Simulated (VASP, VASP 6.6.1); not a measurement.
# Lattice constant of fcc aluminium from static relaxations with LDA, PBEsol and PBE

## The measurement

The reference is the cubic lattice constant of the aluminium matrix in a cast Al-3wt%Nd alloy, obtained by refinement of X-ray diffraction data taken with Cu K-alpha radiation: $a = 4.0496 \pm 0.0092$ Å ("Deformability, inherent mechanical properties and chemical bonding of Al11Nd3 in Al-Nd target material" (2024, arXiv:2404.18050)). The specimen is a two-phase casting and not pure aluminium. Neodymium hardly dissolves in the matrix, however, so the matrix can reasonably be treated as aluminium, and the same paper quotes 4.0494 Å for the pure metal, well inside the stated uncertainty. The temperature is not given with the value; room temperature is the natural assumption for such a measurement.

| compared with | measured | source's wording or label | method |
| --- | --- | --- | --- |
| lattice constant a of the conventional cell (Å) | 4.0496 ± 0.0092 | a of the cubic Al matrix | X-ray diffraction refinement, Cu K-alpha |

Conditions are those given with the value in the passage it was taken from; "not stated" means there, and the paper may say more elsewhere. The values are a selection: others may have been left out beforehand as unlike or outlying.

## Model and target

The aim is the cheapest level of theory that gives the lattice constant $a$ of the conventional cell within 1 % of the measured value, that is, within about 0.04 Å. This limit is wide enough for a static calculation to be compared directly with a diffraction value, and narrow enough to expose the errors of one to two per cent that common functionals make in lattice constants.

The model is the primitive fcc cell with one atom, nonmagnetic, with its volume relaxed and its symmetry kept. The starting cell comes from a published refinement with $a = 4.050$ Å, practically the reference value, and is stretched by 3 % in volume so that the relaxation has a real distance to cover. Thermal expansion and zero-point motion are absent from the calculation; together they should lengthen $a$ by roughly half a per cent at room temperature, so a sound static value ought to lie somewhat below the measured one.

The work begins with a semilocal functional on a light k mesh. The mesh is then made denser, since a simple metal with a sharp Fermi surface is sensitive to it, and the functional is changed if the converged result calls for it.

System: Al; Fm-3m (No. 225), 1 atom in the cell; conventional a = 4.050 A, from a published structure refinement (COD).

On the selection of runs and values: 5 further cited values are not listed: repeats, values quoted from earlier work, more than five for one quantity or six quantities, or quantities that fewer than three runs give.

## 1. PBEsol on a light mesh

PBEsol was designed for equilibrium structures of solids and costs about as much as any other semilocal functional. A 10x10x10 mesh is a light start for a one-atom metallic cell. The relaxed $a$ is expected slightly below experiment, with a sampling error still to be determined.

**Run 1.** VASP 6.6.1: PBEsol; 450 eV, 10x10x10 k mesh; cell and atoms relaxed, relaxed twice.

Key lines of the input:
```
ALGO = Normal
EDIFF = 1E-06
EDIFFG = -0.006
ENCUT = 450
GGA = PS
IBRION = 2
ISIF = 3
ISMEAR = 1
NBANDS = 7
NELM = 100
NSW = 50
PREC = Accurate
SIGMA = 0.15
KPOINTS: Gamma, 10 10 10
PAW data sets: Al (PBE 64)
```

Command:
```
mpirun -np 8 vasp_std
```

Selected lines of the output:
```
   1 F= -.40607303E+01 E0= -.40597086E+01  d E =-.406073E+01
   2 F= -.40729604E+01 E0= -.40723489E+01  d E =-.122301E-01
[second pass]
   1 F= -.40728657E+01 E0= -.40722542E+01  d E =-.407287E+01
 reached required accuracy - stopping structural energy minimisation
  external PRESSURE =       0.1771108 kB  Pullay stress =       0.0000000 kB
  volume of cell :       16.12
      direct lattice vectors                 reciprocal lattice vectors
     0.000000000  2.005186622  2.005186622    -0.249353349  0.249353349  0.249353349
     2.005186622  0.000000000  2.005186622     0.249353349 -0.249353349  0.249353349
     2.005186622  2.005186622  0.000000000     0.249353349  0.249353349 -0.249353349
```

Converged; 6.2 s on 8 cores of AMD EPYC 7R43 64, shared host.

| quantity | run 1 | measured | deviation |
| --- | --- | --- | --- |
| lattice constant a of the conventional cell (Å) | 4.0104 | 4.0496 ± 0.0092 | −0.0392 (−1.0 %) |
| volume of the conventional cell (Å³) | 64.50 |  |  |
| space group at the end | Fm-3m |  |  |
| pressure left at the end (GPa) | 0.01771 |  |  |

The relaxed constant is 0.0392 Å below the measured one, just inside the limit of about 0.04 Å. The sign is the one expected of a static calculation, but the deviation is larger than the missing thermal and zero-point expansion would explain. With so thin a margin, a small sampling error could decide between pass and miss, so no judgement is made on this mesh.

## 2. Denser k meshes for PBEsol

Aluminium has partly filled bands crossing the Fermi level, and the stress converges with the mesh only as fast as the occupation around the Fermi surface is resolved. Two denser meshes, 18x18x18 and 26x26x26, are run with everything else unchanged. Their mutual difference will show whether the first of them is already sufficient, and for one atom in the cell the added cost should remain small.

**Run 2.** VASP 6.6.1: PBEsol; 450 eV, 18x18x18 k mesh; cell and atoms relaxed, relaxed twice.

Key lines of the input, as changed from run 1:
```diff
- KPOINTS: Gamma, 10 10 10
+ KPOINTS: Gamma, 18 18 18
```

Selected lines of the output:
```
   1 F= -.40778410E+01 E0= -.40777034E+01  d E =-.407784E+01
   3 F= -.40895810E+01 E0= -.40892086E+01  d E =-.117401E-01
     0.000000000  2.007978297  2.007978297    -0.249006675  0.249006675  0.249006675
```

Converged; 16 s of wall time.

**Run 3.** VASP 6.6.1: PBEsol; 450 eV, 26x26x26 k mesh; cell and atoms relaxed, relaxed twice.

Key lines of the input, as changed from run 1:
```diff
- KPOINTS: Gamma, 10 10 10
+ KPOINTS: Gamma, 26 26 26
```

Selected lines of the output:
```
   1 F= -.40814977E+01 E0= -.40814493E+01  d E =-.408150E+01
   3 F= -.40934448E+01 E0= -.40933907E+01  d E =-.119472E-01
     0.000000000  2.007920026  2.007920026    -0.249013902  0.249013902  0.249013902
```

Converged; 34 s of wall time.

| quantity | run 2 | run 3 | measured |
| --- | --- | --- | --- |
| lattice constant a of the conventional cell (Å) | 4.0160 | 4.0158 | 4.0496 ± 0.0092 |
| volume of the conventional cell (Å³) | 64.77 | 64.76 |  |
| space group at the end | Fm-3m | Fm-3m |  |
| pressure left at the end (GPa) | 0.00246 | 0.00413 |  |

Going from 10 to 18 divisions lengthens $a$ by 0.0056 Å; going on to 26 changes it by no more than 0.0002 Å. The total energy still falls by about 4 meV in the last step, but this shift is nearly the same at all volumes near equilibrium and hardly moves the minimum. For the lattice constant the 18x18x18 mesh is sufficient.

On the densest mesh PBEsol gives 4.0158 Å, which is 0.0338 Å or 0.8 % below the reference. This is a narrow pass: the remaining margin is smaller than the stated experimental uncertainty of 0.0092 Å.

## 3. Plane-wave cutoff for PBEsol

With the mesh settled, the basis is the next numerical setting that could use up the margin. The cutoff is raised from 450 to 600 eV on the 18x18x18 mesh. Aluminium has a soft pseudopotential without semicore states here, so only a small change is expected.

**Run 4.** VASP 6.6.1: PBEsol; 600 eV, 18x18x18 k mesh; cell and atoms relaxed, relaxed twice.

Key lines of the input, as changed from run 2:
```diff
- ENCUT = 450
+ ENCUT = 600
```

Selected lines of the output:
```
  external PRESSURE =       0.0516606 kB  Pullay stress =       0.0000000 kB
     0.000000000  2.008029868  2.008029868    -0.249000280  0.249000280  0.249000280
```

Converged; 23 s of wall time.

| quantity | run 4 | measured | deviation |
| --- | --- | --- | --- |
| lattice constant a of the conventional cell (Å) | 4.0161 | 4.0496 ± 0.0092 | −0.0335 (−0.8 %) |
| volume of the conventional cell (Å³) | 64.77 |  |  |
| space group at the end | Fm-3m |  |  |
| pressure left at the end (GPa) | 0.00517 |  |  |

The higher cutoff leaves $a$ at 4.0161 Å, within 0.0001 Å of the value at 450 eV. A change this small can't be separated from the stopping threshold of the relaxations, and 450 eV is sufficient for PBEsol. The narrow pass therefore survives both numerical checks, and the remaining 0.8 % is more likely to come from the functional, the potential, the missing thermal and zero-point expansion, or the reference itself. The smearing, kept at one setting, is a further possible but probably small contribution.

## 4. LDA and PBE for comparison

Two other functionals of similar or lower formal cost can show whether the narrow margin is particular to PBEsol. LDA is the simplest of all and usually binds solids too tightly, so it is expected to fall short of the limit. PBE usually gives longer lattice constants than PBEsol and should come closer to the measured value. Both are run at 450 eV on the 18x18x18 mesh.

**Run 5.** VASP 6.6.1: LDA; 450 eV, 18x18x18 k mesh; cell and atoms relaxed, relaxed twice.

Key lines of the input, as changed from run 2:
```diff
- GGA = PS
+ GGA = CA
- PAW data sets: Al (PBE 64)
+ PAW data sets: Al (LDA 64)
```

Selected lines of the output:
```
     0.000000000  1.992331803  1.992331803    -0.250962214  0.250962214  0.250962214
```

Converged; 14 s of wall time.

**Run 6.** VASP 6.6.1: PBE; 450 eV, 18x18x18 k mesh; cell and atoms relaxed, relaxed twice.

Key lines of the input, as changed from run 2:
```diff
- GGA = PS
+ GGA = PE
```

Selected lines of the output:
```
   1 F= -.37383095E+01 E0= -.37381671E+01  d E =-.373831E+01
   2 F= -.37433572E+01 E0= -.37430159E+01  d E =-.504767E-02
   3 F= -.37434171E+01 E0= -.37430904E+01  d E =-.510758E-02
[second pass]
   1 F= -.37433617E+01 E0= -.37430350E+01  d E =-.374336E+01
 reached required accuracy - stopping structural energy minimisation
  external PRESSURE =       0.0163015 kB  Pullay stress =       0.0000000 kB
  volume of cell :       16.49
      direct lattice vectors                 reciprocal lattice vectors
     0.000000000  2.020282662  2.020282662    -0.247490121  0.247490121  0.247490121
     2.020282662  0.000000000  2.020282662     0.247490121 -0.247490121  0.247490121
     2.020282662  2.020282662  0.000000000     0.247490121  0.247490121 -0.247490121
```

Converged; 16 s of wall time.

| quantity | run 5 | run 6 | measured |
| --- | --- | --- | --- |
| lattice constant a of the conventional cell (Å) | 3.9847 | 4.0406 | 4.0496 ± 0.0092 |
| volume of the conventional cell (Å³) | 63.27 | 65.97 |  |
| space group at the end | Fm-3m | Fm-3m |  |
| pressure left at the end (GPa) | 0.00507 | 0.00163 |  |

LDA gives 3.9847 Å, 0.0649 Å or 1.6 % below the reference, and misses the limit clearly. PBE gives 4.0406 Å, only 0.0090 Å or 0.2 % below it. The order LDA, PBEsol, PBE is the expected one, and the spread between the functionals is far larger than the changes seen with mesh and cutoff in PBEsol.

PBE takes the same settings as PBEsol and belongs to the same class of cost, but its pass is not a narrow one: the distance left to the limit is more than three times the stated experimental uncertainty. It also uses the aluminium potential with the functional for which that potential was generated, whereas the PBEsol runs combine a PBE potential with another functional. The mesh and cutoff tests were made with PBEsol and do not formally carry over. Still, a shift in PBE even as large as the one PBEsol showed between its two coarser meshes would leave the result well inside the limit. A dearer functional is not needed for this target, and the work ends here.

## Collected results

| run | settings | lattice constant a of the conventional cell (Å) | deviation | cost |
| --- | --- | --- | --- | --- |
| 1 | PBEsol, 450 eV, 10x10x10 k mesh | 4.0104 | −0.0392 (−1.0 %) | under 1 core-min |
| 2 | PBEsol, 450 eV, 18x18x18 k mesh | 4.0160 | −0.0336 (−0.8 %) | 2.1 core-min |
| 3 | PBEsol, 450 eV, 26x26x26 k mesh | 4.0158 | −0.0338 (−0.8 %) | 4.5 core-min |
| 4 | PBEsol, 600 eV, 18x18x18 k mesh | 4.0161 | −0.0335 (−0.8 %) | 3 core-min |
| 5 | LDA, 450 eV, 18x18x18 k mesh | 3.9847 | −0.0649 (−1.6 %) | 1.9 core-min |
| 6 | PBE, 450 eV, 18x18x18 k mesh | 4.0406 | −0.0090 (−0.2 %) | 2.1 core-min |
|  | measured | 4.0496 ± 0.0092 |  |  |

Further runs on the same system, made beside this series (convergence steps with loose settings among them):

| further | settings | lattice constant a of the conventional cell (Å) | deviation | cost |
| --- | --- | --- | --- | --- |
| F1 | r2SCAN, 450 eV, 18x18x18 k mesh, LASPH on | 3.9865 | −0.0631 (−1.6 %) | 10 core-min |
| F2 | r2SCAN + rVV10, 450 eV, 18x18x18 k mesh, LASPH on | 3.9824 | −0.0672 (−1.7 %) | 17 core-min |
| F3 | rev-vdW-DF2, 450 eV, 18x18x18 k mesh, LASPH on | 4.0379 | −0.0117 (−0.3 %) | 6.9 core-min |
| F4 | vdW-DF-cx, 450 eV, 18x18x18 k mesh, LASPH on | 4.0291 | −0.0205 (−0.5 %) | 5.9 core-min |
| F5 | optB86b-vdW, 450 eV, 18x18x18 k mesh, LASPH on | 4.0347 | −0.0149 (−0.4 %) | 6.3 core-min |
| F6 | PBEsol + D3(BJ), 450 eV, 18x18x18 k mesh | 3.9628 | −0.0868 (−2.1 %) | 2.1 core-min |
| F7 | PBE + D3(BJ), 450 eV, 18x18x18 k mesh | 3.9815 | −0.0681 (−1.7 %) | 2.2 core-min |
| F8 | AM05, 450 eV, 18x18x18 k mesh | 4.0069 | −0.0427 (−1.1 %) | 2.2 core-min |
| F9 | RPBE, 450 eV, 18x18x18 k mesh | 4.0627 | +0.0131 (+0.3 %) | 2 core-min |
|  | measured | 4.0496 ± 0.0092 |  |  |

## Outcome

PBE at 450 eV on an 18x18x18 mesh meets the 1 % target. It gives 4.0406 Å, 0.2 % below the measured constant, for about two core-minutes. PBEsol also passes, but narrowly, and LDA misses.

The close agreement of PBE is partly a cancellation. Thermal expansion and zero-point motion are absent from the runs, and the half per cent allowed for them at the start was too low. For aluminium, warming from absolute zero to room temperature lengthens $a$ by about 0.4 %, and zero-point motion adds roughly 0.3 %. With that allowance PBE comes out about half a per cent too long, while PBEsol is nearly right. Both stay within the target. PBE is thus closer to the raw room-temperature value, but PBEsol probably describes the static lattice better; the allowance is an estimate, and the experimental uncertainty of 0.0092 Å blurs the comparison further.

The denser mesh mattered most among the numerical steps: it lengthened the PBEsol value by 0.0056 Å, whereas the higher cutoff changed practically nothing. Neither check is shown in this report for PBE itself, though its margin is several times the larger of these shifts. The influence of the smearing width and of the choice of aluminium potential is not shown either.

The further runs give no reason to pay for a dearer functional. r2SCAN misses by 1.6 % at a higher cost. The three van der Waals density functionals F3 to F5 pass, but the target doesn't require them. Adding D3(BJ) to PBE shortens $a$ by about 0.06 Å and turns the pass into a miss; a likely reason is that pairwise dispersion terms neglect the screening by the conduction electrons. RPBE passes at a cost similar to that of PBE, but its value already lies above experiment, and the missing expansion would carry it further away.

[Logs are printed without paths, hosts, clocks, repeated set-up lines and the standing remarks that a program may print on its own settings, such as how far it seeks lower states.]

[The runs shown are a pick from a larger set of finished runs; failed, doubtful and other runs were left out of it ahead of writing. So were measured values far from every level or from commonly accepted values, and agreement can look better than it is. Lines of input and output are excerpts and may be shortened.]
